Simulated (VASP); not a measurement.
Output of a VASP run:

File OSZICAR:
```
       N       E                     dE             d eps       ncg     rms          rms(c)
DAV:   1     0.308083425546E+03    0.30808E+03   -0.14818E+04   400   0.151E+03
DAV:   2    -0.156862330304E+02   -0.32377E+03   -0.30977E+03   528   0.356E+02
DAV:   3    -0.489723183558E+02   -0.33286E+02   -0.32527E+02   516   0.125E+02
DAV:   4    -0.503457953353E+02   -0.13735E+01   -0.13726E+01   668   0.239E+01
DAV:   5    -0.503702142508E+02   -0.24419E-01   -0.24412E-01   492   0.256E+00    0.337E+01
DAV:   6    -0.398679441650E+02    0.10502E+02   -0.59418E+01   492   0.502E+01    0.153E+01
DAV:   7    -0.399435096450E+02   -0.75565E-01   -0.93412E+00   524   0.222E+01    0.128E+01
DAV:   8    -0.397181046000E+02    0.22541E+00   -0.15389E+00   492   0.122E+01    0.219E+00
DAV:   9    -0.396866833175E+02    0.31421E-01   -0.23782E-01   516   0.410E+00    0.534E-01
DAV:  10    -0.396845579131E+02    0.21254E-02   -0.40730E-02   544   0.138E+00    0.637E-01
DAV:  11    -0.396823879956E+02    0.21699E-02   -0.19383E-02   436   0.149E+00    0.207E-01
DAV:  12    -0.396820263235E+02    0.36167E-03   -0.24573E-03   488   0.415E-01    0.632E-02
DAV:  13    -0.396819961877E+02    0.30136E-04   -0.26567E-04   492   0.167E-01    0.182E-02
DAV:  14    -0.396819927826E+02    0.34050E-05   -0.38617E-05   480   0.547E-02    0.761E-03
DAV:  15    -0.396819932299E+02   -0.44728E-06   -0.33509E-06   420   0.122E-02
   1 F= -.39681993E+02 E0= -.39681993E+02  d E =-.396820E+02
```

**OUTCAR**
```
------------------------ aborting loop because EDIFF is reached ----------------------------------------
  FORCE on cell =-STRESS in cart. coord.  units (eV):
  Direction    XX          YY          ZZ          XY          YZ          ZX
  --------------------------------------------------------------------------------------
  Total        0.0637533      0.0637533      0.0637533      0.0000000      0.0000000     -0.0000000
  in kB        1.6623265      1.6623265      1.6623265      0.0000000      0.0000000     -0.0000000
  external PRESSURE =       1.6623265 kB  Pullay stress =       0.0000000 kB
  volume of cell :       61.45
      direct lattice vectors                 reciprocal lattice vectors
     3.946078143  0.000000000  0.000000000     0.253416168  0.000000000  0.000000000
     0.000000000  3.946078143  0.000000000     0.000000000  0.253416168  0.000000000
     0.000000000  0.000000000  3.946078143     0.000000000  0.000000000  0.253416168
 POSITION                                       TOTAL-FORCE (eV/Angst)
 -----------------------------------------------------------------------------------
      0.00000      0.00000      0.00000         0.000000      0.000000      0.000000
      1.97304      1.97304      1.97304         0.000000      0.000000      0.000000
      1.97304      0.00000      1.97304         0.000000      0.000000      0.000000
      0.00000      1.97304      1.97304         0.000000      0.000000      0.000000
      1.97304      1.97304      0.00000         0.000000      0.000000      0.000000
 -----------------------------------------------------------------------------------
    total drift:                                0.000000      0.000000      0.000000
  FREE ENERGIE OF THE ION-ELECTRON SYSTEM (eV)
  ---------------------------------------------------
  free  energy   TOTEN  =       -39.6819932299 eV

  energy  without entropy=      -39.6819932299  energy(sigma->0) =      -39.68199323

 reached required accuracy - stopping structural energy minimisation
```
(Selected blocks of OUTCAR.)

### POSCAR
```
SrTiO3
1
    3.9460781431    -0.0000000000     0.0000000000
    0.0000000000     3.9460781431     0.0000000000
   -0.0000000000    -0.0000000000     3.9460781431
Sr Ti O
1 1 3
Direct
  0.0000000000   0.0000000000   0.0000000000
  0.5000000000   0.5000000000   0.5000000000
  0.5000000000   0.0000000000   0.5000000000
  0.0000000000   0.5000000000   0.5000000000
  0.5000000000   0.5000000000   0.0000000000
```

Task: Write an INCAR and KPOINTS that could have produced this output.

Result: One answer among several that fit: the input of the run itself, PBE GGA, plane waves, VASP's PBE PAW potentials (set 64).

### KPOINTS
```
Automatic mesh
0
Gamma
5 5 5
0 0 0
```

### INCAR
```
ALGO = Normal
EDIFF = 1E-6
EDIFFG = -0.02
ENCUT = 480
GGA = PE
IBRION = 2
ISIF = 3
ISMEAR = 0
LASPH = .TRUE.
LCHARG = .FALSE.
LMAXMIX = 4
LREAL = .FALSE.
LWAVE = .FALSE.
NELM = 100
NSW = 60
PREC = Accurate
SIGMA = 0.05
SYSTEM = SrTiO3
```

POTCAR, in this order: Sr_sv Ti O (PBE.64 set). Program: vasp_std.

The compound is SrTiO3 in the cubic perovskite structure, the ideal cubic form; the compound distorts at low or room temperature. It was relaxed first. The start is the result of an earlier pass.
